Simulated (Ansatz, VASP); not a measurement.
# TiS2 (1T-TiS2 5 layers, AA): VASP beside Ansatz, part 2 of 3

Aim: how closely do two programs agree when they are given the same cell, functional and k mesh? Of the first pair: The structure shown is the start of the Ansatz relaxation below; VASP solves that cell, so the two are compared at the walk's first step.

VASP 6.6.1 and Ansatz 0.2.0.

So far: The structure; Ansatz: relaxation, PBE with D3(BJ).

**3. VASP: single point, PBE with D3(BJ), start cell, pair 1**

Level of this step: PBE with D3(BJ), no spin polarisation; plane waves and PAW (S, Ti_sv) (VASP).

The same cell, functional, mesh and smearing now go to VASP, with its own data sets.

Lines of VASP's logs that name or quote its potential files are left out, and so is its time.

Input file INCAR:

```
SYSTEM = TiS2
PREC = Accurate
ENCUT = 400
EDIFF = 1E-06
NELM = 120
ISMEAR = -1
SIGMA = 0.05
LREAL = .FALSE.
ALGO = Normal
GGA = PE
IVDW = 12
NBANDS = 75
LASPH = .TRUE.
LORBIT = 11
LWAVE = .FALSE.
LCHARG = .FALSE.
ISIF = 2
LDIPOL = .TRUE.
IDIPOL = 3
DIPOL = 0.5 0.5 0.5
LVHAR = .TRUE.
GGA_COMPAT = .FALSE.
NELMDL = -8
KPAR = 4
```

Input file POSCAR:

```
TiS2
1.0
    3.4100000000      0.0000000000      0.0000000000
   -1.7050000000      2.9531470000      0.0000000000
    0.0000000000      0.0000000000     86.1694140000
S Ti
10 5
Direct
    0.6666666667      0.3333333333      0.3400278433
    0.3333333333      0.6666666667      0.3761645925
    0.6666666667      0.3333333333      0.4109797300
    0.3333333333      0.6666666667      0.4471164850
    0.6666666667      0.3333333333      0.4819316225
    0.3333333333      0.6666666667      0.5180683775
    0.6666666667      0.3333333333      0.5528835150
    0.3333333333      0.6666666667      0.5890202700
    0.6666666667      0.3333333333      0.6238354075
    0.3333333333      0.6666666667      0.6599721567
    0.0000000000      0.0000000000      0.3580962150
    0.0000000000      0.0000000000      0.4290481075
    0.0000000000      0.0000000000      0.5000000000
    0.0000000000      0.0000000000      0.5709518925
    0.0000000000      0.0000000000      0.6419037850
```

Input file KPOINTS:

```
Automatic mesh
0
Gamma
12 12 1
0 0 0
```

The projector-augmented-wave data sets are S and Ti_sv (PBE family, release 64).

On the command line:

```
> mpirun -np 4 vasp_std
```

Numbers of over 12 decimals in the logs are rounded to 6 here.

The program printed:

```text
[banner, memory and clock lines left out]
running    4 mpi-ranks, on    1 nodes
 distrk:  each k-point on    1 cores,    4 groups
 distr:  one band on    1 cores,    1 groups

 POSCAR found type information on POSCAR S Ti
 POSCAR found :  2 types and      15 ions
 LDA part: xc-table for (Slater+PW92), standard interpolation
|                                                                             |
|           W    W    AA    RRRRR   N    N  II  N    N   GGGG   !!!           |
|           W    W   A  A   R    R  NN   N  II  NN   N  G    G  !!!           |
|           W    W  A    A  R    R  N N  N  II  N N  N  G       !!!           |
|           W WW W  AAAAAA  RRRRR   N  N N  II  N  N N  G  GGG   !            |
|           WW  WW  A    A  R   R   N   NN  II  N   NN  G    G                |
|           W    W  A    A  R    R  N    N  II  N    N   GGGG   !!!           |
|                                                                             |
|     One of the lattice vectors is very long (>50 A), but AMIN is rather     |
|     large. This can spoil convergence since charge sloshing might occur     |
|     along the long lattice vector. If problems with convergence are         |
|     observed, try to decrease AMIN to a smaller value (e.g. 0.01).          |
|     Note: This warning only applies if the self-consistency cycle is        |
|     used.                                                                   |
|                                                                             |

 POSCAR, INCAR and KPOINTS ok, starting setup
 FFT: planning ... GRIDC
 FFT: planning ... GRID_SOFT
 FFT: planning ... GRID
 WAVECAR not read
 entering main loop
       N       E                     dE             d eps       ncg     rms          rms(c)
DAV:   1     0.109797803074E+04    0.10980E+04   -0.48766E+04  3386   0.111E+03
DAV:   2     0.560804457504E+02   -0.10419E+04   -0.10158E+04  3593   0.341E+02
DAV:   3    -0.993867812878E+02   -0.15547E+03   -0.15264E+03  3701   0.124E+02
DAV:   4    -0.117867428684E+03   -0.18481E+02   -0.18445E+02  4550   0.397E+01
DAV:   5    -0.119414120169E+03   -0.15467E+01   -0.15464E+01  4268   0.910E+00
DAV:   6    -0.119462265995E+03   -0.48146E-01   -0.48145E-01  4358   0.213E+00
DAV:   7    -0.119465387534E+03   -0.31215E-02   -0.31215E-02  4412   0.388E-01
DAV:   8    -0.119465430376E+03   -0.42842E-04   -0.42842E-04  4302   0.629E-02    0.305E+01
DAV:   9    -0.107265088687E+03    0.12200E+02   -0.20353E+02  3789   0.563E+01    0.312E+01
DAV:  10    -0.101515350197E+03    0.57497E+01   -0.12453E+02  3766   0.444E+01    0.136E+01
DAV:  11    -0.986999413674E+02    0.28154E+01   -0.17288E+01  3658   0.175E+01    0.580E+00
DAV:  12    -0.995154453001E+02   -0.81550E+00   -0.44932E+00  4306   0.687E+00    0.768E+00
DAV:  13    -0.101033433443E+03   -0.15180E+01   -0.13570E+01  4277   0.110E+01    0.118E+01
DAV:  14    -0.987395601431E+02    0.22939E+01   -0.22715E+01  4248   0.827E+00    0.248E+00
[...]
DAV:  24    -0.987259890163E+02   -0.11160E-03   -0.45534E-04  4001   0.806E-02    0.417E-02
DAV:  25    -0.987260261065E+02   -0.37090E-04   -0.20813E-04  3302   0.570E-02    0.510E-02
DAV:  26    -0.987260397426E+02   -0.13636E-04   -0.27935E-05  3432   0.178E-02    0.458E-02
DAV:  27    -0.987260496787E+02   -0.99361E-05   -0.58443E-06  2949   0.935E-03    0.435E-02
DAV:  28    -0.987261596279E+02   -0.10995E-03   -0.40345E-04  4660   0.733E-02    0.336E-02
DAV:  29    -0.987261901517E+02   -0.30524E-04   -0.56120E-05  3212   0.269E-02    0.257E-02
DAV:  30    -0.987261838678E+02    0.62839E-05   -0.11628E-05  3498   0.127E-02    0.199E-02
DAV:  31    -0.987261846692E+02   -0.80136E-06   -0.34735E-06  2247   0.557E-03
   1 F= -.10378727E+03 E0= -.10377411E+03  d E =-.263115E-01
```

From OUTCAR (step 3):

```text
ion  position               nearest neighbor table
   1  0.667  0.333  0.340-  11 2.51  11 2.51  11 2.51
   2  0.333  0.667  0.376-  11 2.51  11 2.51  11 2.51
   3  0.667  0.333  0.411-  12 2.51  12 2.51  12 2.51
   4  0.333  0.667  0.447-  12 2.51  12 2.51  12 2.51
   5  0.667  0.333  0.482-  13 2.51  13 2.51  13 2.51
   6  0.333  0.667  0.518-  13 2.51  13 2.51  13 2.51
   7  0.667  0.333  0.553-  14 2.51  14 2.51  14 2.51
   8  0.333  0.667  0.589-  14 2.51  14 2.51  14 2.51
   9  0.667  0.333  0.624-  15 2.51  15 2.51  15 2.51
  10  0.333  0.667  0.660-  15 2.51  15 2.51  15 2.51
  11  0.000  0.000  0.358-   1 2.51   1 2.51   1 2.51   2 2.51   2 2.51   2 2.51
  12  0.000  0.000  0.429-   3 2.51   4 2.51   3 2.51   4 2.51   3 2.51   4 2.51
  13  0.000  0.000  0.500-   5 2.51   6 2.51   5 2.51   6 2.51   5 2.51   6 2.51
  14  0.000  0.000  0.571-   7 2.51   8 2.51   7 2.51   8 2.51   7 2.51   8 2.51
  15  0.000  0.000  0.642-  10 2.51  10 2.51  10 2.51   9 2.51   9 2.51   9 2.51

  LATTYP: Found a hexagonal cell.
 ALAT       =     3.4100000000
 C/A-ratio  =    25.2696228739

 Subroutine GETGRP returns: Found 12 space group operations
 (whereof 12 operations were pure point group operations)

The static configuration has the point symmetry D_3d.

 Found     19 irreducible k-points:

   k-points           NKPTS =     19   k-points in BZ     NKDIM =     19   number of bands    NBANDS=     75

   dimension x,y,z NGX =    24 NGY =   24 NGZ =  576
   dimension x,y,z NGXF=    48 NGYF=   48 NGZF= 1152

   ENCUT  =  400.0 eV  29.40 Ry    5.42 a.u.   5.56  5.56140.52*2*pi/ulx,y,z

   NELECT =     120.0000    total number of electrons

 k-points in reciprocal lattice and weights: Automatic mesh
   0.00000000  0.00000000  0.00000000       0.007
   0.08333333 -0.00000000  0.00000000       0.042
   0.16666667 -0.00000000  0.00000000       0.042
   0.25000000 -0.00000000  0.00000000       0.042
   0.33333333 -0.00000000  0.00000000       0.042
   0.41666667 -0.00000000  0.00000000       0.042
   0.50000000 -0.00000000  0.00000000       0.021
   0.08333333  0.08333333  0.00000000       0.042
   0.16666667  0.08333333  0.00000000       0.083
[...]
0.33333333  0.25000000  0.00000000       0.083
   0.33333333  0.33333333  0.00000000       0.014

 dipolmoment           0.000000      0.000000      0.000000 electrons x Angstroem

 average (electrostatic) potential at core
       1 -93.2076       2 -93.2593       3 -93.2541       4 -93.2546       5 -93.2576
       6 -93.2576       7 -93.2546       8 -93.2541       9 -93.2593      10 -93.2076
      11 -84.0468      12 -84.0383      13 -84.0409      14 -84.0383      15 -84.0468

 E-fermi :  -2.2091

 k-point     1 :       0.0000    0.0000    0.0000
  band No.  band energies     occupation
    ...
     46      -4.2512      2.00000
     47      -4.0963      2.00000
     48      -3.6191      2.00000
     49      -3.1407      2.00000
     50      -2.7532      1.99996
     51      -2.0148      0.04026
     52      -2.0148      0.04026
     53      -1.9847      0.02223
     54      -1.9847      0.02223
     55      -1.9492      0.01100
    ...

 k-point     2 :       0.0833   -0.0000    0.0000
  band No.  band energies     occupation
    ...
     56      -2.3638      1.91326
     57      -2.3357      1.85285
     58      -2.3031      1.73513
     59      -2.2728      1.56276
     60      -2.2560      1.43768
     61      -1.5469      0.00000
     62      -1.5014      0.00000
     63      -1.4738      0.00000
     64      -1.4619      0.00000
     65      -1.4595      0.00000
    ...

 k-point     3 :       0.1667   -0.0000    0.0000
  band No.  band energies     occupation
    ...
     56      -2.7735      1.99997
     57      -2.7460      1.99996
     58      -2.7359      1.99995
     59      -2.7010      1.99989
     60      -2.6806      1.99984
     61      -1.6661      0.00004
     62      -1.6281      0.00002
     63      -1.5913      0.00001
     64      -1.5645      0.00001
     65      -1.5518      0.00000
    ...

 Edisp (eV)   -5.06108

  Total     -14.45945   -14.45945   -26.89197     0.00000    -0.00000     0.00000
  in kB     -26.69744   -26.69745   -49.65243     0.00000    -0.00000     0.00000
  external pressure =      -34.35 kB  Pullay stress =        0.00 kB

  energy-cutoff  :      400.00
  volume of cell :      867.75
      direct lattice vectors                 reciprocal lattice vectors
     3.410000000  0.000000000  0.000000000     0.293255132  0.169310908  0.000000000
    -1.705000000  2.953147000  0.000000000     0.000000000  0.338621816  0.000000000
     0.000000000  0.000000000 86.169414000     0.000000000  0.000000000  0.011605046

 POSITION                                       TOTAL-FORCE (eV/Angst)
 -----------------------------------------------------------------------------------
      1.70500      0.98438     29.30000        -0.000000     -0.000000      1.542330
     -0.00000      1.96876     32.41388        -0.000000     -0.000000     -1.507768
      1.70500      0.98438     35.41388        -0.000000      0.000000      1.502223
     -0.00000      1.96876     38.52777        -0.000000      0.000000     -1.503096
      1.70500      0.98438     41.52777         0.000000     -0.000000      1.502848
     -0.00000      1.96876     44.64165        -0.000000      0.000000     -1.502848
      1.70500      0.98438     47.64165        -0.000000      0.000000      1.503096
     -0.00000      1.96876     50.75553         0.000000     -0.000000     -1.502223
      1.70500      0.98438     53.75553        -0.000000      0.000000      1.507768
     -0.00000      1.96876     56.86941         0.000000     -0.000000     -1.542330
      0.00000      0.00000     30.85694         0.000000      0.000000      0.080421
      0.00000      0.00000     36.97082         0.000000      0.000000      0.005322
      0.00000      0.00000     43.08471         0.000000      0.000000     -0.000000
      0.00000      0.00000     49.19859         0.000000      0.000000     -0.005322
      0.00000      0.00000     55.31247         0.000000      0.000000     -0.080421
 -----------------------------------------------------------------------------------
    total drift:                               -0.000000      0.000000      0.000000

  FREE ENERGIE OF THE ION-ELECTRON SYSTEM (eV)
  ---------------------------------------------------
  free  energy   TOTEN  =      -103.7872670602 eV

  energy  without entropy=     -103.7609555484  energy(sigma->0) =     -103.77411130

 vacuum level on the upper side and lower side of the slab         3.750         3.750

 total charge
# of ion       s       p       d       tot
------------------------------------------
    1        1.360   2.320   0.000   3.680
    2        1.361   2.318   0.000   3.679
    3        1.361   2.318   0.000   3.679
    4        1.361   2.318   0.000   3.679
    5        1.361   2.319   0.000   3.680
    6        1.361   2.319   0.000   3.680
    7        1.361   2.318   0.000   3.679
    8        1.361   2.318   0.000   3.679
    9        1.361   2.318   0.000   3.679
   10        1.360   2.320   0.000   3.680
   11        2.172   6.156   1.732  10.059
   12        2.171   6.155   1.735  10.061
   13        2.171   6.155   1.736  10.062
   14        2.171   6.155   1.735  10.061
   15        2.172   6.156   1.732  10.059
--------------------------------------------------
tot         24.465  53.963   8.670  87.098

[... 3 further parts left out ...]
```

This run has no spin polarisation, so a moment on Ti, if there is one, isn't seen.

**4. Side by side**

Known differences besides the potentials themselves: Ansatz cuts the interaction across the vacuum, VASP repeats the sheet with a dipole correction; the cutoff is 420 eV in Ansatz and 400 eV in VASP. Total energies have different zeros and are not compared.

Forces on 7 of the 15 atoms, those with the largest forces and the largest differences (eV/Å; atoms numbered as in POSCAR):

```
atom        Ansatz x, y, z          VASP x, y, z
  S1   0.000, 0.000, 1.556   0.000, 0.000, 1.542
  S2  0.000, 0.000, -1.522  0.000, 0.000, -1.508
  S4  0.000, 0.000, -1.516  0.000, 0.000, -1.503
  S6  0.000, 0.000, -1.515  0.000, 0.000, -1.503
  S7   0.000, 0.000, 1.516   0.000, 0.000, 1.503
  S9   0.000, 0.000, 1.522   0.000, 0.000, 1.508
 S10  0.000, 0.000, -1.556  0.000, 0.000, -1.542
```

The forces differ by 6.2 meV/Å r.m.s., which is 0.9 % of the r.m.s. force of 0.713 eV/Å (both taken over all components). With vacuum in the cell, a pressure given here is an average over mostly empty space and none of the material.

(Part 2 of 3 ends here.)

[Lines on the potential files, build, host, timing and source positions are cut from VASP's logs without a mark.]

[Logs are printed without paths, hosts, clocks, repeated set-up lines and the standing remarks that a program may print on its own settings, such as how far it seeks lower states.]

[Hosts, paths, dates, database ids (printed as entryN), source tags and the programs' standing remarks are cut or masked in the printed files.]
